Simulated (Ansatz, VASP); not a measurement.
# PtSe2 in two plane-wave programs

Aim: how closely do two programs agree when they are given the same cell, functional and k mesh? The cell is taken from a series of runs on this material, whose earlier steps may have relaxed, scaled, displaced or heated it; both programs get it as it stands.

Calculated with Ansatz 0.2.0; plane waves, with VASP 6.6.1 beside it; PBE.

### Step 1. The starting structure

The cell holds 3 atoms: 1 Pt and 2 Se. Its edges and angles: a = 3.636 Å, b = 3.745 Å, c = 30.460 Å, α = 90.0°, β = 90.0°, γ = 119.0°. Vacuum lies along c.

### Step 2. Ansatz: zone-centre phonons, PBE

Ansatz runs on its PAW soft_1 files.

Second derivatives magnify differences that forces hide, and they need a tight electronic threshold.

input.yaml

```yaml
crystal:
  lattice:
    - [3.6356522759, 0.0, 0.0]
    - [-1.817826138, 3.2745099195, 0.0]
    - [0.0, 0.0, 30.46]
  atoms:
    - { symbol: Pt, position: [0.3411343501, 0.6822687003, 0.3282994091] }
    - { symbol: Se, position: [0.6627661582, 0.3255323165, 0.3751887215] }
    - { symbol: Se, position: [0.6627661582, 0.3255323165, 0.2814100966] }
  periodic: [true, true, false]
kpoints:
  mp_grid: { grid: [15, 15, 1] }
hamiltonian:
  xc: pbe
  pseudopotentials: { kind: paw, azcp: { folder: soft_1 } }
scf:
  occupations: { method: methfessel_paxton, width: 0.2 }
output:
  eigenvalues: true
phonons:
  method: dfpt
```

On the command line:

```
> ansatz run input.yaml --threads 4 --pin off --max-ram 16384MiB --backend cpu --events-out ev --progress --plain --runs-dir out
```

Numbers of over 12 decimals in the logs are rounded to 6 here.

The log of the run:

```text
Warning: crystal.symmetry: narrowed to the stabiliser of the run's FFT grids — unitary ops 4 → 2. A phonons.method: dfpt run fills in the rows of the dynamical matrix that it does not solve by its symmetry operations, which is exact only for operations that map its FFT grids onto themselves: filled in by any other, the frequencies could depend on the order in which like atoms are typed, or, by more than the grids' own error, on where the crystal sits among the grids' points. Excluded: 2 operations. The run can therefore solve more perturbations, solve them on more k-points, or both, and cost more. [rest of the remark cut]
Engine: ansatz 0.2.0, aarch64-unknown-linux-gnu
Pseudopotentials: kind: paw
Pseudopotential: Pt, paw, valence charge 18, recommended cutoff 420 eV (normal), soft_1/Pt.paw.azcp
Pseudopotential: Se, paw, valence charge 16, recommended cutoff 420 eV (normal), soft_1/Se.paw.azcp
Functional definition: PBE
  parameter kappa = 0.804
  parameter beta = 0.066725
  exchange = pbe_x(kappa = kappa, mu = beta*pi^2/3)
  correlation = pbe_c(beta = beta)
Crystal: 3 atoms, lattice volume = 362.626 Å³
Basis set: ecut = 420 eV, 7101 PW (Γ), exchange–correlation on 54×54×432 points (8 copies of the dense FFT grid, shifted against one another)
Bands: 30, of which v1, the nominal top of the filled ones, is band 25 counted from 1 (24 counted from 0)
Symmetry: 4 space group operations
k-points: 64 of 225 (irreducible under 2 space group operations, time reversal used)
Non-local potential: Pt, projectors of the file, l = 0: 3, l = 1: 2, l = 2: 2, l = 3: 1
Non-local potential: Se, projectors of the file, l = 0: 2, l = 1: 2, l = 2: 3, l = 3: 1
PAW form: soft (Blöchl's): semilocal exchange-correlation on the pseudo side does not see the compensation charge
PAW one-centre angular grid: Pt, 590 points (default); XC on 64 Gauss nodes
PAW one-centre angular grid: Se, 590 points (default); XC on 64 Gauss nodes
Initial density: superposition of atomic densities (neutral atoms: chi_scale 0, normalization atom)
Initial wavefunctions: pseudopotential atomic-orbital guess
Functional: x = pbe(κ = 0.804, μ = 0.219515), c = pbe(β = 0.066725)
SCF iter   1: F=—  HF=-23463.206503 eV  |F-HF|=—  |Δ(HF+E_count)|=         —  Δρ=2.74e-2  dr2=2.94e0  ethr=3.10e-3  ⟨swp⟩=11.4  Hψ=10931  notcnv=0
preconditioner: auto → LDOS  [metal: Δε(μ)=0.005 eV  Ē_g=8.744 eV  σ=0.200 eV  W_gap=0.02  n_scr=24 (ndim 8)  ℏωp=9.1 eV  f_vac=0.783  D(μ)=2.40/eV (n_scr^D=10)  β→1.0]
SCF iter   2: F=—  HF=-23462.762745 eV  |F-HF|=—  |Δ(HF+E_count)|=   4.44e-1  S|Δr|=    0.00e0  Δρ=8.34e-3  dr2=2.26e-1  ethr=3.10e-3  ⟨swp⟩=3.0  Hψ=5053  notcnv=0  defer=1
SCF iter   3: F=—  HF=-23462.703705 eV  |F-HF|=—  |Δ(HF+E_count)|=   5.90e-2  S|Δr|=    0.00e0  Δρ=3.27e-3  dr2=4.94e-2  ethr=4.52e-4  ⟨swp⟩=3.0  Hψ=4457  notcnv=0  defer=1
SCF iter   4: F=—  HF=-23462.690012 eV  |F-HF|=—  |Δ(HF+E_count)|=   1.37e-2  S|Δr|=    0.00e0  Δρ=1.11e-3  dr2=5.99e-3  ethr=9.89e-5  ⟨swp⟩=4.0  Hψ=5168  notcnv=0  defer=1
SCF iter   5: F=—  HF=-23462.688981 eV  |F-HF|=—  |Δ(HF+E_count)|=   1.03e-3  S|Δr|=    0.00e0  Δρ=1.54e-4  dr2=1.03e-4  ethr=1.20e-5  ⟨swp⟩=2.5  Hψ=3014  notcnv=0  defer=1
SCF iter   6: F=—  HF=-23462.689038 eV  |F-HF|=—  |Δ(HF+E_count)|=   5.69e-5  S|Δr|=    0.00e0  Δρ=3.82e-5  dr2=7.99e-6  ethr=2.06e-7  ⟨swp⟩=3.3  Hψ=4160  notcnv=0  defer=1
SCF iter   7: F=—  HF=-23462.689043 eV  |F-HF|=—  |Δ(HF+E_count)|=   4.70e-6  S|Δr|=    0.00e0  Δρ=6.82e-6  dr2=2.13e-7  ethr=1.60e-8  ⟨swp⟩=3.1  Hψ=3348  notcnv=0  defer=1
SCF iter   8: F=—  HF=-23462.689141 eV  |F-HF|=—  |Δ(HF+E_count)|=   9.85e-5  S|Δr|=    0.00e0  Δρ=1.93e-6  dr2=2.74e-8  ethr=4.25e-10  ⟨swp⟩=4.2  Hψ=4924  notcnv=0  defer=1
SCF iter   9: F=—  HF=-23462.689141 eV  |F-HF|=—  |Δ(HF+E_count)|=   5.68e-8  S|Δr|=    0.00e0  Δρ=5.49e-7  dr2=3.60e-9  ethr=5.48e-11  ⟨swp⟩=3.5  Hψ=4212  notcnv=0  defer=1
SCF iter  10: F=—  HF=-23462.689141 eV  |F-HF|=—  |Δ(HF+E_count)|=   1.58e-8  S|Δr|=    0.00e0  Δρ=2.30e-7  dr2=3.19e-10  ethr=7.20e-12  ⟨swp⟩=3.1  Hψ=3062  notcnv=0  defer=1
SCF iter  11: F=—  HF=-23462.689141 eV  |F-HF|=—  |Δ(HF+E_count)|=   2.22e-9  S|Δr|=    0.00e0  Δρ=8.19e-8  dr2=3.73e-11  ethr=1.00e-12  ⟨swp⟩=3.1  Hψ=3326  notcnv=0  defer=1
SCF iter  12: F=-23462.689141 eV  HF=-23462.689141 eV  |F-HF|=3.64e-11  |Δ(HF+E_count)|=  8.55e-10  S|Δr|=    0.00e0  Δρ=1.68e-8  dr2=1.41e-12  ethr=1.00e-12  ⟨swp⟩=15.2  Hψ=13780  notcnv=0
SCF 1 converged in 12 iterations: F = -23462.689141 eV  dr2 = 1.41e-12
  greatest PAW one-centre occupation: 1.000 electrons in one spin orbital (limit 2), on the Pt atom at site 0 (counted from 0), in its partial waves of l = 0
DFPT response loops at Γ: preconditioner auto → none (partly filled bands, converged f_vac=0.785); β = 0.50; Broyden in place of MSR1
SCF converged after 12 iterations
Stability not checked: this state was not tested for a lower state beside it, because cold or Methfessel-Paxton smearing, or corrected tetrahedra, fill the levels in a way that the test cannot read (fill_not_monotonic; see scf.lower_state_search)
Free energy (F): -23462.689141 eV
Harris-Foulkes:  -23462.689141 eV  (|F-HF|=3.64e-11)
Internal energy: -23462.687204 eV  (E = F + TS)
E sigma→0 (E₀):  -23462.688657 eV
Entropy (-TS):   -0.001938 eV (-0.646 meV/atom)
Fermi energy:    -4.655932 eV
--- Per-component energies (eV) ---
  E_band       = -1840.816298
  E_kinetic    = 814.605845
  E_local      = -124947.995504  (includes V_loc(G=0)·N_el)
  E_nonlocal   = -502.802349
  E_hartree    = 61970.344091
  E_xc         = -400.225267
  E_vxc        = -449.028582  (∫ρ·V_xc dr)
  E_paw        = -13745.281826  (= ΣΔE_a)
  E_vpaw       = -696.284110  (= ΣTr[D̂ρ^β])
  E_aug_tail   = 0.000370  (compensation charges beyond the density's cutoff)
  E_ewald      = 53348.667436
  E_smearing   = -0.001938  (= −TS)
  E_closure    = -0.000000  (closes the sum)
  Σ components = -23462.689141   (vs F -23462.689141, Δ=0.00e0)
--- Band table (eV; the first three rows and the last of 64) ---
  k-point 0: bands = [... 21 lower, -7.0406, -5.8676, -4.2923, -4.2179, -4.0241, -3.7450, -2.3064, -0.4394, ... 1 higher]
  k-point 1: bands = [... 21 lower, -7.1038, -5.8255, -4.4324, -4.2437, -4.2021, -3.8503, -2.0171, -0.3843, ... 1 higher]
  k-point 2: bands = [... 21 lower, -7.2877, -5.7715, -4.8479, -4.5493, -4.1377, -4.1121, -1.4067 (-1.4067°), -0.2309, ... 1 higher]
  k-point 63: bands = [... 21 lower, -8.0521, -7.0575, -6.6934, -5.6457, -4.2188, -3.4423, -0.4688, 1.3376, ... 1 higher]
  ° read free of the cell's end (the report's vacuum.weakly_bound_levels)
--- Phonons (Γ-DFPT): 9 representative perturbations + reference, on 64 of 225 k-points (Σ response iterations 44) ---
  ASR residual: 5.850e-5 → 0.000e0 eV/Å²; symmetrization residual: 2.752e-5 eV/Å²
  The last average, over the group as it would stand without the narrowing to the FFT grids, took up to 5.004e-6 eV/Å² of the zone centre's force constants
  ASR residual per site (eV/Å²): 5.85e-5 3.47e-5 1.51e-5
  Γ frequencies (cm⁻¹): 0.00 0.00 0.00 89.81 98.54 98.87 114.13 130.58 189.38
  non-analytic LO–TO correction: not included (Born effective charges unavailable; polar crystals: no LO–TO splitting at Γ)
```

In the SCF lines HF is the Harris–Foulkes energy and dr2 the Hartree energy of the density residual, in eV; the loop may stop once dr2 is under the threshold and the program's other checks hold. Hψ counts applications of the Hamiltonian.

(Continued in part 2 of 2.)

[Lines on the potential files, build, host, timing and source positions are cut from VASP's logs without a mark.]

[Logs are printed without paths, hosts, clocks, repeated set-up lines and the standing remarks that a program may print on its own settings, such as how far it seeks lower states.]

[Hosts, paths, dates, database ids (printed as entryN), source tags and the programs' standing remarks are cut or masked in the printed files.]
